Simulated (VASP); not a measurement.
Energy against volume of CdSe (zinc blende). All values below come from HSEsol screened hybrid, VASP's PBE PAW potentials (set 64) (plane waves; VASP).

```csv
V (Å³/atom),E (eV/atom)
27.189,-3.66285
28.085,-3.66760
28.982,-3.66243
29.878,-3.64896
30.774,-3.62819
```

**Question.** Fit a third-order Birch-Murnaghan equation of state.

**Answer.** 
```
Property                                         Value
---------------------------------------  -------------
volume per atom                          28.04 Å³/atom
bulk modulus                                  55.2 GPa
pressure derivative of the bulk modulus           3.87
lattice constant a                             6.076 Å
```

Measured: a 6.077 Å (computed value off by -0.0 %), as given by arXiv:1206.3780. The calculation is for a static lattice, while the measured a holds thermal and zero-point effects, which are part of the difference.

The compound is CdSe in the zinc blende structure, whereas wurtzite is the usual form. It was relaxed first. The cell's shape comes from a PBE relaxation.
